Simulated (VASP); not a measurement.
Output of a VASP run:

### OSZICAR
```
       N       E                     dE             d eps       ncg     rms          rms(c)
DAV:   1     0.314764389978E+03    0.31476E+03   -0.12679E+04 37424   0.793E+02
DAV:   2     0.171590862895E+02   -0.29761E+03   -0.24870E+03 29482   0.226E+02
DAV:   3    -0.213911418828E+02   -0.38550E+02   -0.37415E+02 33588   0.722E+01
DAV:   4    -0.222103283768E+02   -0.81919E+00   -0.81782E+00 33968   0.108E+01
DAV:   5    -0.222117283090E+02   -0.13999E-02   -0.13999E-02 33214   0.440E-01    0.145E+01
DAV:   6    -0.195045706378E+02    0.27072E+01   -0.77489E-01 42616   0.238E+01    0.971E+00
DAV:   7    -0.194490595237E+02    0.55511E-01   -0.50629E-01 34732   0.565E+00    0.531E+00
DAV:   8    -0.194125628445E+02    0.36497E-01   -0.86638E-02 33498   0.181E+00    0.877E-01
DAV:   9    -0.194118684224E+02    0.69442E-03   -0.82706E-03 33692   0.401E-01    0.131E-01
DAV:  10    -0.194119128550E+02   -0.44433E-04   -0.20035E-04 32932   0.603E-02    0.631E-02
DAV:  11    -0.194120401103E+02   -0.12726E-03   -0.63154E-05 32528   0.375E-02    0.110E-02
DAV:  12    -0.194120392889E+02    0.82136E-06   -0.21340E-06 33852   0.118E-02    0.768E-03
DAV:  13    -0.194120379680E+02    0.13209E-05   -0.34380E-07 32868   0.220E-03    0.125E-03
DAV:  14    -0.194120380375E+02   -0.69504E-07   -0.59272E-09 22628   0.211E-03
   1 F= -.19412038E+02 E0= -.19412038E+02  d E =-.165880E-16
 imaginary and real dielectric function
```

### OUTCAR
```
------------------------ aborting loop because EDIFF is reached ----------------------------------------
  FORCE on cell =-STRESS in cart. coord.  units (eV):
  Direction    XX          YY          ZZ          XY          YZ          ZX
  --------------------------------------------------------------------------------------
  Total       -0.0145389     -0.0145389      0.0323899      0.0000000      0.0000000      0.0000000
  in kB       -0.4911271     -0.4911272      1.0941389      0.0000000      0.0000000      0.0000000
  external PRESSURE =       0.0372949 kB  Pullay stress =       0.0000000 kB
  volume of cell :       47.43
      direct lattice vectors                 reciprocal lattice vectors
     1.618962249 -2.804125304  0.000000000     0.308839814 -0.178308722  0.000000000
     1.618962249  2.804125304  0.000000000     0.308839814  0.178308722  0.000000000
     0.000000000  0.000000000  5.223771093     0.000000000  0.000000000  0.191432584
  FREE ENERGIE OF THE ION-ELECTRON SYSTEM (eV)
  ---------------------------------------------------
  free  energy   TOTEN  =       -19.4120380375 eV

  energy  without entropy=      -19.4120380375  energy(sigma->0) =      -19.41203804

 plasma frequency squared (from intraband transitions) (eV^2)
  --------------------------------------------------------------------------------------
       0.000       0.000       0.000
       0.000       0.000       0.000
       0.000       0.000       0.000

 plasma frequency squared (from interband transitions, int dw w eps(2)(w)) (eV^2)
  --------------------------------------------------------------------------------------
     533.392       0.000       0.000       0.000      -0.000       0.000
      -0.000      -0.000     533.392       0.000       0.000      -0.000
      -0.000      -0.000       0.000       0.000     531.008       0.000
```
(Selected blocks of OUTCAR.)

POSCAR:
```
ZnO
1
    1.6189622490    -2.8041253035    -0.0000000000
    1.6189622490     2.8041253035     0.0000000000
   -0.0000000000     0.0000000000     5.2237710928
Zn O
2 2
Direct
  0.6666670000   0.3333330000   0.5015316234
  0.3333330000   0.6666670000   0.0015316234
  0.6666670000   0.3333330000   0.8804683766
  0.3333330000   0.6666670000   0.3804683766
```

Question: Reconstruct the remaining input files.

Answer: One answer among several that fit: the input of the run itself, PBEsol GGA, plane waves, VASP's PBE PAW potentials (set 64).

File KPOINTS:
```
Automatic mesh
0
Gamma
18 18 10
0 0 0
```

**INCAR**
```
# general
SYSTEM   =  ZnO
PREC     =  Accurate
ENCUT    =  520
LREAL    =  .False.
LASPH    =  .True.
NBANDS   =  66

# electronic loop
EDIFF    =  1E-7
NELM     =  100
ALGO     =  Normal
LMAXMIX  =  4

# smearing
ISMEAR   =  0
SIGMA    =  0.01

# functional
GGA      =  PS

# output
LWAVE    =  .False.
LCHARG   =  .False.
NEDOS    =  1001

# other
LOPTICS  =  .True.
CSHIFT   =  0.1
```

POTCAR, in this order: Zn O (PBE.64 set). Program: vasp_std.

The dielectric response may not be converged in the k-mesh; for small gaps it tends to come out too large.

The compound is ZnO in the wurtzite structure. It was relaxed first.
